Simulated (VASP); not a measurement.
**K: stress against strain**

K (bcc, Im-3m, 70.804 Å³/atom and stress up to 0.01 GPa in the relaxed cell, cube axes along x, y and z) under an equal strain ε along x and y, with z held. PBEsol in VASP (plane waves, PAW), 480 eV, 12×12×12 Γ-centred mesh, Methfessel-Paxton smearing 0.10 eV. Stress is positive for a compressed cell.

Here s stands for strain and y for stress xx.

```csv
strain (%),stress xx (GPa)
-3.00,?
-1.50,0.11
-1.00,0.07
-0.50,0.03
0.00,0.00
0.50,-0.04
1.00,-0.07
1.50,-0.10
```

The 7 complete rows are fitted with a straight line, y against s. Means: s 0, y 0.000. About the means, the sum of products is -0.49000 and the sum of squares of s is 7.0000; the slope is their ratio. Least squares gives y = 0.000 - 0.0700·s. Residuals (row less fit): 0.005, 0.000, -0.005, 0.000, -0.005, 0.000, 0.005; standard error 0.004 (degrees of freedom: 5). The slope gives the elastic constants C11 + C12 = about 7.0 GPa.

What does the fit predict for y at s = -3.00, and how far is the calculated value from it?

y = 0.000 - 0.0700 × (-3.0) = 0.210 GPa. The calculation gives 0.24 GPa, 0.030 GPa above the prediction (8.8 % of the range of y in the table). The row lies outside the fitted rows, so this is an extrapolation. The scatter of the fitted rows lies at the last printed digit.

A polynomial of degree 2 through the 12 other runs of the series gives 0.24 there, so most of the miss is curvature that the fit leaves out. In a metal these values are sensitive to mesh and smearing; energies are taken to zero smearing, stresses follow the free energy. Rows are the converged runs of the series near zero and its far end, less any whose ions stayed unrelaxed beside relaxed ones; series whose fitted rows scatter by over a few per cent of the range, as at a crossing or softening among them, aren't shown in this form. Most that stay on the fit to the last digits aren't either.
